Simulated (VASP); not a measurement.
Input:

```
LaTe
1.0
    0.00000     3.98372     3.98372
    3.98372     0.00000     3.98372
    3.98372     3.98372     0.00000
La Te
1 1
Direct
  0.00000   0.00000   0.00000
  0.25000   0.25000   0.25000
```

Calculation: PBEsol GGA, VASP's PBE PAW potentials (set 64) (plane waves; VASP). Settings: 400 eV cut-off, 7×7×7 Γ-centred mesh, first-order Methfessel-Paxton smearing of 0.10 eV, potentials La Te.

Energy and stress use the plane-wave basis of the starting cell.

Task: The ions, cell shape and volume are relaxed. Give the cell that the relaxation ends in.

Result: 
```
LaTe
1.0
    0.00000     3.56495     3.56495
    3.56495     0.00000     3.56495
    3.56495     3.56495     0.00000
La Te
1 1
Cartesian
  0.00000   0.00000   0.00000
  1.78247   1.78247   1.78247
```
Space group F-43m (216), at a tolerance of 0.03 Å.

Task: How do energy and volume change from the first to the last step?

Result: The energy (σ→0) changes by -443.2 meV/atom and the volume by -28.3 %, in 3 ionic steps.

The structure was generated: LaTe was put into the zinc blende type (F-43m), which need not be its known phase. This run relaxes it. Symmetry was kept, so distortions that lower it aren't found. The electron count is odd and the run is not spin-polarised, which forces a metal. VASP warned that the highest band is occupied, so more bands are needed.
